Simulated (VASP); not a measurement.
A VASP calculation is set up with these files.

### KPOINTS
```
Automatic mesh
0
Gamma
6 6 5
0 0 0
```

**INCAR**
```
ALGO = Normal
EDIFF = 1E-6
EDIFFG = -0.02
ENCUT = 400
IBRION = 2
ISIF = 3
ISMEAR = 1
LASPH = .True.
LCHARG = .False.
LMAXMIX = 4
LREAL = .False.
LWAVE = .False.
NELM = 100
NSW = 60
PREC = Accurate
SIGMA = 0.1
SYSTEM = InAgTe2
```

**POSCAR**
```
InAgTe2
1
    4.4701573536     0.0000000000     0.0000000000
    0.0000000000     4.4701573536     0.0000000000
   -0.0000000000     0.0000000000     6.3921993388
In Ag Te
1 1 2
Direct
  0.5000000000   0.5000000000   0.5000000000
  0.0000000000   0.0000000000   0.0000000000
  0.0000000000   0.5000000000   0.2372871301
  0.5000000000   0.0000000000   0.7627128699
```

POTCAR, in this order: In_d Ag Te (LDA.64 set). Program: vasp_std.

Question: Translate this LDA calculation to Quantum ESPRESSO's pw.x.

Answer: One equivalent input (not run):
```
&CONTROL
  calculation = 'vc-relax'
  pseudo_dir = './pseudo'
  outdir = './out'
  tprnfor = .true.
  tstress = .true.
  nstep = 60
  forc_conv_thr = 0.00078
/
&SYSTEM
  ibrav = 0
  nat = 4
  ntyp = 3
  ecutwfc = 86
  occupations = 'smearing'
  smearing = 'methfessel-paxton'
  degauss = 0.00735
  input_dft = 'pz'
/
&ELECTRONS
  conv_thr = 7.3e-08
  electron_maxstep = 100
/
&IONS
/
&CELL
/
ATOMIC_SPECIES
  In 114.818 In.upf
  Ag 107.868 Ag.upf
  Te 127.600 Te.upf
CELL_PARAMETERS angstrom
     4.4701574    0.0000000    0.0000000
     0.0000000    4.4701574    0.0000000
    -0.0000000    0.0000000    6.3921993
ATOMIC_POSITIONS crystal
  In   0.5000000  0.5000000  0.5000000
  Ag   0.0000000  0.0000000  0.0000000
  Te   0.0000000  0.5000000  0.2372871
  Te   0.5000000  0.0000000  0.7627129
K_POINTS automatic
  6 6 5 0 0 0
```
The two are equivalent in intent, not identical: the potentials are each code's own (VASP's PAW set, PseudoDojo norm-conserving files in pw.x), so ENCUT and ecutwfc are chosen apart and not converted; conv_thr bounds pw.x's estimated SCF error, while EDIFF bounds the energy change between steps; forc_conv_thr acts on force components and is met together with etot_conv_thr.

The structure comes from a computed database's InAgTe2 entry (P-4m2); how it stands against other phases isn't given here. This run relaxes it. Symmetry was kept, so distortions that lower it aren't found. The start is the result of an earlier pass.
